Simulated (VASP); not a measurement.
VASP input:

KPOINTS:
```
Automatic mesh
0
Gamma
15 15 15
0 0 0
```

### POSCAR
```
NbC
1
    0.0000000000     2.3993077458     2.3993077458
    2.3993077458     0.0000000000     2.3993077458
    2.3993077458     2.3993077458     0.0000000000
Nb C
1 1
Direct
  0.0000000000   0.0000000000   0.0000000000
  0.2500000000   0.2500000000   0.2500000000
```

### INCAR
```
SYSTEM = NbC
PREC = Accurate
ENCUT = 520
EDIFF = 1E-7
NELM = 100
ALGO = Normal
LREAL = .FALSE.
LASPH = .TRUE.
ISMEAR = -5
GGA = PS
LMAXMIX = 4
LWAVE = .FALSE.
LCHARG = .TRUE.
LORBIT = 11
NEDOS = 601
ISIF = 2
```

POTCAR, in this order: Nb_sv C (PBE.64 set). Program: vasp_std.

**Question.** Translate this PBEsol calculation to Quantum ESPRESSO's pw.x.

**Answer.** One equivalent input (not run):
```
&CONTROL
  calculation = 'scf'
  pseudo_dir = './pseudo'
  outdir = './out'
  tprnfor = .true.
  tstress = .true.
/
&SYSTEM
  ibrav = 0
  nat = 2
  ntyp = 2
  ecutwfc = 82
  occupations = 'tetrahedra'
  input_dft = 'pbesol'
/
&ELECTRONS
  conv_thr = 7.3e-09
  electron_maxstep = 100
/
ATOMIC_SPECIES
  Nb 92.906 Nb.upf
  C 12.011 C.upf
CELL_PARAMETERS angstrom
     0.0000000    2.3993077    2.3993077
     2.3993077    0.0000000    2.3993077
     2.3993077    2.3993077    0.0000000
ATOMIC_POSITIONS crystal
  Nb   0.0000000  0.0000000  0.0000000
  C    0.2500000  0.2500000  0.2500000
K_POINTS automatic
  15 15 15 0 0 0
```
Limits of the translation: the potentials are each code's own (VASP's PAW set, PseudoDojo norm-conserving files in pw.x), so ENCUT and ecutwfc are chosen apart and not converted; conv_thr bounds pw.x's estimated SCF error, while EDIFF bounds the energy change between steps.

The structure was generated: NbC was put into the zinc blende type (F-43m), which need not be its known phase. It was relaxed first, which changed the volume by -35 %.
